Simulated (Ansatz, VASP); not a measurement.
**Cross-check of BePd between VASP and Ansatz**

One calculation is typed for both programs; each brings its own data sets. How far apart do they land? The cell is taken from a series of runs on this material, whose earlier steps may have relaxed, scaled, displaced or heated it; both programs get it as it stands.

Method: plane waves, with VASP 6.6.1 beside it; relaxation of cell and atoms at PBEsol and zone-centre phonons at PBEsol, in Ansatz 0.2.0.

### 1. The structure

The structure is cubic, space group Pm-3m (No. 221). The conventional cell has a = 2.797 Å, b = 2.797 Å, c = 2.797 Å, α = 90.00°, β = 90.00°, γ = 90.00°. Nearest to Be lie 8 Pd at 2.42 Å. Nearest to Pd lie 8 Be at 2.42 Å. Farther neighbours are not listed.

Structure file:

```
Be Pd
1.0
     2.79742    0.00000    0.00000
     0.00000    2.79742    0.00000
     0.00000    0.00000    2.79742
Be Pd
1 1
Direct
  0.00000 0.00000 0.00000
  0.50000 0.50000 0.50000
```

### 2. VASP: relaxation of cell and atoms, PBEsol

The relaxed volume is the usual yardstick between codes: in a stiff, nearly cubic crystal its relative difference is about their pressure difference at one cell divided by the bulk modulus.

Lines of VASP's logs that name or quote its potential files are left out, and so is its time.

File INCAR:

```
SYSTEM = BePd
PREC = Accurate
ENCUT = 600
EDIFF = 1E-07
NELM = 120
ISMEAR = 1
SIGMA = 0.2
LREAL = .FALSE.
ALGO = Normal
GGA = PS
NBANDS = 12
LASPH = .TRUE.
LORBIT = 11
LWAVE = .FALSE.
LCHARG = .FALSE.
ISIF = 3
IBRION = 2
NSW = 80
EDIFFG = -0.005
GGA_COMPAT = .FALSE.
NELMIN = 4
KPAR = 2
```

File POSCAR:

```
BePd
1.0
    2.7974230000      0.0000000000      0.0000000000
    0.0000000000      2.7974230000      0.0000000000
    0.0000000000      0.0000000000      2.7974230000
Be Pd
1 1
Direct
    0.0000000000      0.0000000000      0.0000000000
    0.5000001787      0.5000001787      0.5000001787
```

File KPOINTS:

```
Automatic mesh
0
Gamma
16 16 16
0 0 0
```

The projector-augmented-wave data sets are Be and Pd (PBE family, release 64).

Command:

```sh
mpirun -np 2 vasp_std
```

Numbers of over 12 decimals in the logs are rounded to 6 here.

The log of the run:

```text
[banner, memory and clock lines left out]
running    2 mpi-ranks, on    1 nodes
 distrk:  each k-point on    1 cores,    2 groups
 distr:  one band on    1 cores,    1 groups

 POSCAR found type information on POSCAR BePd
 POSCAR found :  2 types and       2 ions
|                                                                             |
|               ----> ADVICE to this user running VASP <----                  |
|                                                                             |
|     You enforced a specific xc type in the INCAR file but a different       |
|     [... a line on the potential file left out ...]
|     I HOPE YOU KNOW WHAT YOU ARE DOING!                                     |
|                                                                             |

 LDA part: xc-table for (Slater+PW92), standard interpolation
 POSCAR, INCAR and KPOINTS ok, starting setup
 FFT: planning ... GRIDC
 FFT: planning ... GRID_SOFT
 FFT: planning ... GRID
 WAVECAR not read
 entering main loop
       N       E                     dE             d eps       ncg     rms          rms(c)
DAV:   1     0.525045312481E+02    0.52505E+02   -0.69265E+03  3976   0.106E+03
DAV:   2    -0.111607849875E+02   -0.63665E+02   -0.59979E+02  4500   0.210E+02
DAV:   3    -0.122516216284E+02   -0.10908E+01   -0.10873E+01  4696   0.284E+01
DAV:   4    -0.122585120018E+02   -0.68904E-02   -0.68892E-02  4568   0.256E+00
DAV:   5    -0.122586558636E+02   -0.14386E-03   -0.14386E-03  4748   0.366E-01    0.109E+01
DAV:   6    -0.113382075285E+02    0.92045E+00   -0.82834E+00  4220   0.230E+01    0.312E+00
DAV:   7    -0.112285891403E+02    0.10962E+00   -0.57921E-01  4160   0.676E+00    0.179E+00
DAV:   8    -0.112117240373E+02    0.16865E-01   -0.53681E-03  4608   0.576E-01    0.478E-01
DAV:   9    -0.112103065623E+02    0.14175E-02   -0.10075E-03  5192   0.207E-01    0.211E-02
DAV:  10    -0.112103193964E+02   -0.12834E-04   -0.19055E-05  4544   0.428E-02    0.154E-02
DAV:  11    -0.112103178385E+02    0.15579E-05   -0.66762E-07  5304   0.675E-03    0.108E-03
DAV:  12    -0.112103176550E+02    0.18351E-06   -0.38643E-08  2636   0.144E-03    0.996E-04
DAV:  13    -0.112103176879E+02   -0.32920E-07   -0.50208E-09  2324   0.658E-04
   1 F= -.11210318E+02 E0= -.11209941E+02  d E =-.112103E+02
 curvature:   0.00 expect dE= 0.000E+00 dE for cont linesearch  0.000E+00
 trial: gam= 0.00000 g(F)=  0.000E+00 g(S)=  0.254E-04 ort = 0.000E+00 (trialstep = 0.100E+01)
 search vector abs. value=  0.254E-04
 bond charge predicted
       N       E                     dE             d eps       ncg     rms          rms(c)
DAV:   1    -0.112106306204E+02   -0.31297E-03   -0.45602E-03  4164   0.672E-01    0.123E-01
DAV:   2    -0.112103487472E+02    0.28187E-03   -0.25170E-03  4108   0.407E-01    0.379E-02
DAV:   3    -0.112103206368E+02    0.28110E-04   -0.12660E-04  4068   0.955E-02    0.130E-02
DAV:   4    -0.112103173609E+02    0.32759E-05   -0.45351E-06  4392   0.136E-02    0.107E-03
DAV:   5    -0.112103174140E+02   -0.53090E-07   -0.11485E-07  4312   0.272E-03
   2 F= -.11210317E+02 E0= -.11209937E+02  d E =0.273923E-06
 trial-energy change:    0.000000  1 .order   -0.000001   -0.000025    0.000023
 step:   0.4765(harm=  0.5301)  dis= 0.00000  next Energy=   -11.210324 (dE=-0.586E-05)
 bond charge predicted
       N       E                     dE             d eps       ncg     rms          rms(c)
DAV:   1    -0.112104083079E+02   -0.90947E-04   -0.12459E-03  4184   0.351E-01    0.644E-02
DAV:   2    -0.112103299193E+02    0.78389E-04   -0.68915E-04  4096   0.213E-01    0.197E-02
DAV:   3    -0.112103232982E+02    0.66211E-05   -0.34668E-05  4064   0.500E-02    0.665E-03
DAV:   4    -0.112103235652E+02   -0.26705E-06   -0.12265E-06  4332   0.710E-03    0.565E-04
DAV:   5    -0.112103235443E+02    0.20947E-07   -0.27311E-08  2716   0.138E-03
   3 F= -.11210324E+02 E0= -.11209945E+02  d E =-.585638E-05
 curvature:  -0.26 expect dE=-0.407E-07 dE for cont linesearch -0.407E-07
 trial: gam=-0.07217 g(F)=  0.131E-46 g(S)=  0.156E-06 ort = 0.199E-05 (trialstep = 0.895E+00)
 search vector abs. value=  0.105E-08
 reached required accuracy - stopping structural energy minimisation
```

From OUTCAR (step 2):

```text
ion  position               nearest neighbor table
   1  0.000  0.000  0.000-   2 2.42   2 2.42   2 2.42   2 2.42   2 2.42   2 2.42   2 2.42   2 2.42

  LATTYP: Found a simple cubic cell.
 ALAT       =     2.7974230000

 Subroutine GETGRP returns: Found 48 space group operations
 (whereof 48 operations were pure point group operations)

The static configuration has the point symmetry O_h .

 Found    165 irreducible k-points:

   k-points           NKPTS =    165   k-points in BZ     NKDIM =    165   number of bands    NBANDS=     12

   dimension x,y,z NGX =    24 NGY =   24 NGZ =   24
   dimension x,y,z NGXF=    48 NGYF=   48 NGZF=   48

   ENCUT  =  600.0 eV  44.10 Ry    6.64 a.u.   5.59  5.59  5.59*2*pi/ulx,y,z

   NELECT =      12.0000    total number of electrons

 k-points in reciprocal lattice and weights: Automatic mesh
   0.00000000  0.00000000  0.00000000       0.000
   0.06250000  0.00000000  0.00000000       0.001
   0.12500000  0.00000000  0.00000000       0.001
   0.18750000  0.00000000  0.00000000       0.001
   0.25000000  0.00000000  0.00000000       0.001
   0.31250000  0.00000000  0.00000000       0.001
   0.37500000  0.00000000  0.00000000       0.001
   0.43750000  0.00000000  0.00000000       0.001
   0.50000000  0.00000000  0.00000000       0.001
[...]
0.50000000  0.50000000  0.43750000       0.001
   0.50000000  0.50000000  0.50000000       0.000

 average (electrostatic) potential at core
       1 -30.0893       2 -71.4402

 E-fermi :  10.0431

 k-point     1 :       0.0000    0.0000    0.0000
  band No.  band energies     occupation
    ...
      2       4.3023      2.00000
      3       4.3023      2.00000
      4       7.6653      2.00000
      5       7.6653      2.00000
      6       7.6653      2.00000
      7      15.4276      0.00000
      8      15.4276      0.00000
      9      15.4276      0.00000
     10      24.4227      0.00000
     11      24.4227      0.00000
    ...

 k-point     2 :       0.0625    0.0000    0.0000
  band No.  band energies     occupation
    ...
      2       4.3200      2.00000
      3       4.3428      2.00000
      4       7.5870      2.00000
      5       7.5870      2.00000
      6       7.6708      2.00000
      7      15.1296      0.00000
      8      15.5753      0.00000
      9      15.5753      0.00000
     10      24.2878      0.00000
     11      24.7150      0.00000
    ...

 k-point     3 :       0.1250    0.0000    0.0000
  band No.  band energies     occupation
    ...
      2       4.3709      2.00000
      3       4.4594      2.00000
      4       7.3752      2.00000
      5       7.3752      2.00000
      6       7.6864      2.00000
      7      14.3687      0.00000
      8      15.9955      0.00000
      9      15.9955      0.00000
     10      23.9158      0.00000
     11      25.3230      0.00000
    ...

  Total        0.0014666      0.0014666      0.0014666     -0.0000000     -0.0000000      0.0000000
  in kB        0.1072689      0.1072689      0.1072689     -0.0000000     -0.0000000      0.0000000
  external PRESSURE =       0.1072689 kB  Pullay stress =       0.0000000 kB

  energy-cutoff  :      600.00
  volume of cell :       21.91
      direct lattice vectors                 reciprocal lattice vectors
     2.798025226  0.000000000 -0.000000000     0.357394919 -0.000000000 -0.000000000
     0.000000000  2.798025226 -0.000000000    -0.000000000  0.357394919 -0.000000000
     0.000000000  0.000000000  2.798025226     0.000000000  0.000000000  0.357394919

 POSITION                                       TOTAL-FORCE (eV/Angst)
 -----------------------------------------------------------------------------------
      0.00000      0.00000      0.00000         0.000000      0.000000      0.000000
      1.39901      1.39901      1.39901        -0.000000     -0.000000      0.000000
 -----------------------------------------------------------------------------------
    total drift:                               -0.000125     -0.000125     -0.000125

  FREE ENERGIE OF THE ION-ELECTRON SYSTEM (eV)
  ---------------------------------------------------
  free  energy   TOTEN  =       -11.2103235443 eV

  energy  without entropy=      -11.2091889291  energy(sigma->0) =      -11.20994534

 reached required accuracy - stopping structural energy minimisation

 total charge
# of ion       s       p       d       tot
------------------------------------------
    1        0.400   0.592   0.000   0.992
    2        0.535   0.682   8.556   9.773
--------------------------------------------------
tot          0.935   1.274   8.556  10.765

[... 3 further parts left out ...]
```

The PAW data sets were made with PBE, which is usual practice but a small mismatch for other functionals. The run keeps the 48 symmetry operations of its start, so it cannot find a distortion of lower symmetry.

### 3. Ansatz: relaxation of cell and atoms, PBEsol

Ansatz runs on its PAW soft_1 files.

The same cell, functional, mesh and smearing now go to Ansatz, which takes its cutoff from its data sets.

File input.yaml:

```yaml
crystal:
  lattice:
    - [2.7974234134, 0.0, 0.0]
    - [0.0, 2.7974234134, 0.0]
    - [0.0, 0.0, 2.7974234134]
  atoms:
    - { symbol: Be, position: [0.0, 0.0, 0.0] }
    - { symbol: Pd, position: [0.5, 0.5, 0.5] }
kpoints:
  mp_grid: { grid: [16, 16, 16] }
hamiltonian:
  xc: pbesol
  pseudopotentials: { kind: paw, azcp: { folder: soft_1 }, xc_functional: pbe }
scf:
  occupations: { method: methfessel_paxton, width: 0.2 }
output:
  forces: true
  stress: true
  eigenvalues: true
relax:
  adjacent_minimum: "off"
  f_tol: 0.001
  max_steps: 60
  cell: { stress_tol: 0.01 }
```

Command:

```sh
ansatz run input.yaml --threads 4 --pin off --max-ram 10240MiB --backend cpu --events-out ev --progress --plain --runs-dir out
```

The log of the run:

```text
Engine: ansatz 0.2.0, x86_64-unknown-linux-gnu
Pseudopotentials: kind: paw
Pseudopotential: Be, paw, valence charge 2, recommended cutoff 420 eV (normal), soft_1/Be.paw.azcp
Pseudopotential: Pd, paw, valence charge 18, recommended cutoff 420 eV (normal), soft_1/Pd.paw.azcp
Functional definition: PBEsol
  exchange = pbesol_x
  correlation = pbesol_c
Crystal: 2 atoms, lattice volume = 21.891 Å³
Basis set: ecut = 420 eV, 437 PW (Γ), exchange–correlation on 40×40×40 points (8 copies of the dense FFT grid, shifted against one another)
Bands: 14, of which v1, the nominal top of the filled ones, is band 10 counted from 1 (9 counted from 0)
Symmetry: 48 space group operations
Space group: Pm-3m (ITA 221), of the structure as read, at distance tolerance 2.8e-5 Å
k-points: 165 of 4096
Non-local potential: Be, projectors of the file, l = 0: 2, l = 1: 2, l = 2: 1
Non-local potential: Pd, projectors of the file, l = 0: 2, l = 1: 2, l = 2: 2, l = 3: 1
PAW form: soft (Blöchl's): semilocal exchange-correlation on the pseudo side does not see the compensation charge
PAW frozen core: Be, regenerated for the run's functional, and the local potential with it (the file was generated under x = pbe(κ = 0.804, μ = 0.219515), c = pbe(β = 0.066725))
PAW frozen core: Pd, regenerated for the run's functional, and the local potential with it (the file was generated under x = pbe(κ = 0.804, μ = 0.219515), c = pbe(β = 0.066725))
PAW one-centre angular grid: Be, 110 points (default); XC on 64 Gauss nodes
PAW one-centre angular grid: Pd, 590 points (default); XC on 64 Gauss nodes
Initial density: superposition of atomic densities (chi_scale 0.1, normalization cell, long waves kept (reshape's long-wave potential 0.00 eV rms))
Initial wavefunctions: pseudopotential atomic-orbital guess
Functional: x = pbesol(κ = 0.804, μ = 0.123457), c = pbesol(β = 0.046)
SCF iter   1: F=—  HF=-7001.875495 eV  |F-HF|=—  |Δ(HF+E_count)|=         —  Δρ=2.42e-1  dr2=1.68e1  ethr=3.10e-3  ⟨swp⟩=5.1  Hψ=11855  notcnv=0
preconditioner: auto → none  [metal: Δε(μ)=0.025 eV  Ē_g=9.740 eV  σ=0.200 eV  W_gap=0.11  n_scr=6 (ndim 8)  ℏωp=27.5 eV  f_vac=0.000  D(μ)=0.62/eV (n_scr^D=6)  sad-step TF]
SCF iter   2: F=—  HF=-6999.788573 eV  |F-HF|=—  |Δ(HF+E_count)|=    2.09e0  S|Δr|=    0.00e0  Δρ=1.50e-1  dr2=6.81e0  ethr=3.10e-3  ⟨swp⟩=2.5  Hψ=5321  notcnv=0  defer=8
SCF iter   3: F=—  HF=-6998.313327 eV  |F-HF|=—  |Δ(HF+E_count)|=    1.48e0  S|Δr|=    0.00e0  Δρ=1.33e-2  dr2=5.08e-2  ethr=3.10e-3  ⟨swp⟩=2.9  Hψ=4722  notcnv=0  defer=8
SCF iter   4: F=—  HF=-6998.303200 eV  |F-HF|=—  |Δ(HF+E_count)|=   1.01e-2  S|Δr|=    0.00e0  Δρ=1.67e-3  dr2=5.44e-4  ethr=2.54e-4  ⟨swp⟩=1.0  Hψ=3623  notcnv=0  defer=8
SCF iter   5: F=—  HF=-6998.303120 eV  |F-HF|=—  |Δ(HF+E_count)|=   7.99e-5  S|Δr|=    0.00e0  Δρ=1.94e-4  dr2=7.00e-6  ethr=2.72e-6  ⟨swp⟩=1.7  Hψ=2857  notcnv=0  defer=8
SCF iter   6: F=—  HF=-6998.303139 eV  |F-HF|=—  |Δ(HF+E_count)|=   1.85e-5  S|Δr|=    0.00e0  Δρ=1.35e-5  dr2=3.71e-8  ethr=5.00e-10  ⟨swp⟩=4.2  Hψ=12386  notcnv=0
SCF iter   7: F=-6998.303139 eV  HF=-6998.303139 eV  |F-HF|=7.30e-10  |Δ(HF+E_count)|=   1.67e-8  S|Δr|=    0.00e0  Δρ=1.81e-6  dr2=1.05e-9  ethr=1.86e-10  ⟨swp⟩=1.6  Hψ=7263  notcnv=0
SCF 1 converged in 7 iterations: F = -6998.303139 eV  dr2 = 1.05e-9
  greatest PAW one-centre occupation: 0.999 electrons in one spin orbital (limit 2), on the Pd atom at site 1 (counted from 0), in its partial waves of l = 0
relax step   1: F+E_penalty+E_count = -6998.30313863 eV  Δ(F+E_penalty+E_count) = +0.000e0 eV  max|allowed force component| = 6.163e-30 eV/Å  Δτ_max = 0.0000 Å  P = +0.008 GPa  Ω = 21.891 Å³  (7 SCF iters, dr2 threshold 1.00e-7 eV, accepted)
Initial density: handed on by an earlier stage of this run
Initial wavefunctions: pseudopotential atomic-orbital guess (no wavefunctions were taken with the density)
iter 1 solved again at ethr=2.23e-8 eV; its pass at ethr=3.10e-3 eV (dr2=4.45e-6 eV) is discarded
SCF iter   1: F=—  HF=-6998.303118 eV  |F-HF|=—  |Δ(HF+E_count)|=         —  Δρ=2.50e-6  dr2=2.05e-9  ethr=2.23e-8  ⟨swp⟩=2.7  Hψ=18011  notcnv=0
preconditioner: auto → none  [metal: Δε(μ)=0.027 eV  Ē_g=10.979 eV  σ=0.200 eV  W_gap=0.11  n_scr=6 (ndim 8)  ℏωp=27.5 eV  f_vac=0.000  D(μ)=0.84/eV (n_scr^D=6)]
SCF iter   2: F=—  HF=-6998.303139 eV  |F-HF|=—  |Δ(HF+E_count)|=   2.04e-5  S|Δr|=    0.00e0  Δρ=1.25e-6  dr2=1.80e-10  ethr=1.02e-11  ⟨swp⟩=2.0  Hψ=3995  notcnv=0
SCF iter   3: F=—  HF=-6998.303139 eV  |F-HF|=—  |Δ(HF+E_count)|=  4.73e-11  S|Δr|=    0.00e0  Δρ=4.17e-7  dr2=1.50e-11  ethr=8.98e-13 (applied; sched 1.00e-12)  ⟨swp⟩=2.8  Hψ=3956  notcnv=0
SCF iter   4: F=—  HF=-6998.303139 eV  |F-HF|=—  |Δ(HF+E_count)|=  3.64e-12  S|Δr|=    0.00e0  Δρ=1.44e-7  dr2=2.67e-12  ethr=7.49e-14 (applied; sched 1.00e-12)  ⟨swp⟩=1.1  Hψ=2325  notcnv=0
SCF iter   5: F=-6998.303139 eV  HF=-6998.303139 eV  |F-HF|=0.00e0  |Δ(HF+E_count)|=  9.09e-13  S|Δr|=    0.00e0  Δρ=2.19e-8  dr2=1.25e-13  ethr=1.00e-12  ⟨swp⟩=4.0  Hψ=7249  notcnv=0
SCF 2 converged in 5 iterations: F = -6998.303139 eV  dr2 = 1.25e-13
relax step   2: F+E_penalty+E_count = -6998.30313863 eV  Δ(F+E_penalty+E_count) = -3.647e-10 eV  max|allowed force component| = 7.231e-31 eV/Å  Δτ_max = 0.0000 Å  P = +0.009 GPa  Ω = 21.891 Å³  stress off target by 8.63e-3 GPa  SCF on the basis re-selected at this cell (its energy is not comparable with the rows above)  (5 SCF iters)
basis re-selected at this cell: Δ(F+E_penalty+E_count) = -3.647e-10 eV, ΔP = +0.000 GPa vs the last step (what re-selecting the basis moved, of the pressure what is left beyond the Pulay correction that the steps carried, after the strain that the cell walked since its last selection, with what the two solves' SCF thresholds leave and, on support functions, any second-order correction that the steps lacked; it is no  [...]
SCF converged after 5 iterations
Stability not checked: this state was not tested for a lower state beside it, because cold or Methfessel-Paxton smearing, or corrected tetrahedra, fill the levels in a way that the test cannot read (fill_not_monotonic; see scf.lower_state_search)
Free energy (F): -6998.303139 eV
Harris-Foulkes:  -6998.303139 eV  (|F-HF|=0.00e0)
Internal energy: -6998.302022 eV  (E = F + TS)
E sigma→0 (E₀):  -6998.302859 eV
Entropy (-TS):   -0.001117 eV (-0.559 meV/atom)
Fermi energy:    17.061647 eV
--- Per-component energies (eV) ---
  E_band       = -188.591564
  E_kinetic    = 469.137025
  E_local      = -2268.641653  (includes V_loc(G=0)·N_el)
  E_nonlocal   = 374.733020
  E_hartree    = 930.004498
  E_xc         = -159.176980
  E_vxc        = -197.190487  (∫ρ·V_xc dr)
  E_paw        = -3800.861465  (= ΣΔE_a)
  E_vpaw       = -426.638692  (= ΣTr[D̂ρ^β])
  E_aug_tail   = 0.000218  (compensation charges beyond the density's cutoff)
  E_ewald      = -2543.808742
  E_core_change = 0.312057  (= ΣΔE_core)
  E_smearing   = -0.001117  (= −TS)
  E_closure    = -0.000000  (closes the sum)
  Σ components = -6998.303139   (vs F -6998.303139, Δ=0.00e0)
--- Forces (eV/Å), atoms counted from 1 ---
  atom   1  Be    -0.00000000     0.00000000     0.00000000
  atom   2  Pd     0.00000000     0.00000000    -0.00000000
  max |Σ_I F_I| component: 1.45e-30 eV/Å
--- Stress (GPa, compression-positive) ---
        0.008634       0.000000      -0.000000
        0.000000       0.008634       0.000000
        0.000000       0.000000       0.008634
  P = ⅓ Tr σ = 0.0086 GPa (0.086 kbar)
--- Band table (eV; the first three rows and the last of 165) ---
  k-point 0: bands = [... 6 lower, 11.3123, 14.6837, 14.6837, 14.6837, 22.4402, 22.4402, 22.4402, 31.4079]
  k-point 1: bands = [... 6 lower, 11.3529, 14.6052, 14.6052, 14.6892, 22.1426, 22.5878, 22.5878, 31.2709]
  k-point 2: bands = [... 6 lower, 11.4699, 14.3928, 14.3928, 14.7049, 21.3827, 23.0077, 23.0077, 30.8942]
  k-point 164: bands = [... 6 lower, 10.5070, 15.8245, 15.8245, 21.8620, 22.6487, 22.6487, 22.6487, 23.8745]
--- Relaxed structure (1 steps of the walk, 1 accepted, 1 SCFs on fresh bases) ---
  F+E_penalty+E_count = -6998.30313863 eV   max|allowed force component| = 7.231e-31 eV/Å   (the final SCF, on the basis selected at the relaxed cell)
  cell:  # Å, volume = 21.8915 Å³
    - [2.7974234134, 0.0, 0.0]
    - [0.0, 2.7974234134, 0.0]
    - [0.0, 0.0, 2.7974234134]
  atoms:
    - { symbol: Be, position: [0.0, 0.0, 0.0] }
    - { symbol: Pd, position: [0.5, 0.5, 0.5] }
```

### 4. Differences

Known differences besides the potentials themselves: the data sets hold 20 valence electrons in Ansatz (on its PAW soft_1 files) and 12 in VASP; the cutoff is 420 eV in Ansatz and 600 eV in VASP; Ansatz makes its cores anew for this functional, VASP keeps those of its PBE data sets; Ansatz adds a Pulay correction to the stress that steers its cell, VASP none. Total energies have different zeros and are not compared.

Compared:

```csv
quantity,Ansatz,VASP,difference
volume (Å³),21.89,21.91,-0.06 %
"edge a after relaxation, in the typed setting (Å)",2.797,2.798,-0.02 %
```

(Part 1 of 2 ends here.)

[Lines on the potential files, build, host, timing and source positions are cut from VASP's logs without a mark.]

[Logs are printed without paths, hosts, clocks, repeated set-up lines and the standing remarks that a program may print on its own settings, such as how far it seeks lower states.]

[Hosts, paths, dates, database ids (printed as entryN), source tags and the programs' standing remarks are cut or masked in the printed files.]
